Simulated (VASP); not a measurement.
OSZICAR of a VASP run on ZnSe (space group F-43m):

### OSZICAR
```
       N       E                     dE             d eps       ncg     rms          rms(c)
DAV:   1     0.665894852881E+02    0.66589E+02   -0.67371E+03  1230   0.108E+03
DAV:   2    -0.271096390783E+01   -0.69300E+02   -0.66667E+02  1397   0.220E+02
DAV:   3    -0.617976057235E+01   -0.34688E+01   -0.34594E+01  1422   0.529E+01
DAV:   4    -0.620332495982E+01   -0.23564E-01   -0.23562E-01  1407   0.484E+00
DAV:   5    -0.620344128842E+01   -0.11633E-03   -0.11633E-03  1417   0.314E-01    0.576E+00
DAV:   6    -0.593474364598E+01    0.26870E+00   -0.66978E-01  1744   0.289E+01    0.424E+00
DAV:   7    -0.591542401219E+01    0.19320E-01   -0.21264E-01  1337   0.435E+00    0.174E+00
DAV:   8    -0.591550616185E+01   -0.82150E-04   -0.42351E-03  1621   0.719E-01    0.508E-01
DAV:   9    -0.591563419584E+01   -0.12803E-03   -0.12123E-03  1322   0.307E-01    0.666E-02
DAV:  10    -0.591571805481E+01   -0.83859E-04   -0.16764E-04  1403   0.114E-01    0.220E-02
DAV:  11    -0.591572659878E+01   -0.85440E-05   -0.35816E-05  1400   0.613E-02    0.682E-03
DAV:  12    -0.591572785966E+01   -0.12609E-05   -0.46494E-06  1382   0.187E-02    0.459E-03
DAV:  13    -0.591572774950E+01    0.11016E-06   -0.49158E-07   926   0.765E-03
   1 F= -.59157277E+01 E0= -.59157277E+01  d E =-.486750E-11
```

Q: Which electronic solver shows in the log?

A: It is blocked Davidson (ALGO = Normal, or the opening steps of other solvers). The INCAR had ALGO = Normal.

Q: Can the final energy be trusted as converged?

A: The run converged. It stopped with EDIFF = 1E-6, NELM = 100 (PBE GGA, plane waves, VASP's PBE PAW potentials (set 64)).

The structure comes from a computed database's ZnSe entry; how it stands against other phases isn't given here. The cell was not relaxed at this level, and its volume differs by -5.9 % from the start's.
